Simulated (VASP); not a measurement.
Given:

```xyz
4
Lattice="3.2195 0.0000 0.0000 -1.6098 2.7882 0.0000 0.0000 0.0000 5.2595" Properties=species:S:1:pos:R:3 pbc="T T T"
Pt    -1.6098     2.7882     0.0000
Pt    -1.6098     2.7882     2.6297
B      0.0000     1.8588     1.3149
B      1.6098     0.9294     3.9446
```

These are PBE GGA, VASP's PBE PAW potentials (set 64) (plane waves; VASP) values and carry that method's errors. Numerical set-up: 520 eV cut-off, Gaussian smearing of 0.050 eV, potentials Pt B.

Problem. Give the energies of bands 3 to 16 at the high-symmetry points, in eV from the Fermi level.

Solution. 
```
band      Γ      M      K      A      L      H
----  -----  -----  -----  -----  -----  -----
3     -7.33  -7.47  -8.35  -5.87  -7.14  -6.63
4     -6.86  -6.58  -6.61  -5.87  -7.14  -6.63
5     -6.31  -6.47  -6.61  -5.26  -5.30  -5.79
6     -6.31  -6.46  -5.12  -5.26  -5.30  -5.79
7     -4.56  -3.23  -5.12  -5.26  -5.22  -5.38
8     -4.56  -3.00  -3.07  -5.26  -5.22  -5.38
9     -4.01  -2.61  -2.75  -3.71  -2.99  -3.65
10    -4.01  -2.58  -2.75  -3.71  -2.99  -3.65
11    -2.14  -2.21  -1.61  -3.71  -2.37  -2.35
12    -2.14  -2.03  -1.56  -3.71  -2.37  -2.35
13     1.25  -1.68  -1.56   0.45  -1.40   0.40
14     1.97  -1.19  -1.51   0.45  -1.40   0.40
15     1.97  -0.43   2.42   4.74   3.26   0.69
16     2.11   4.26   2.42   4.74   3.26   0.69
```

It has no gap at this level: it comes out as a metal or semimetal.

The structure was generated: PtB was put into the NiAs type type (P6_3/mmc), which need not be its known phase. It was relaxed first, which changed the volume by -9 %.
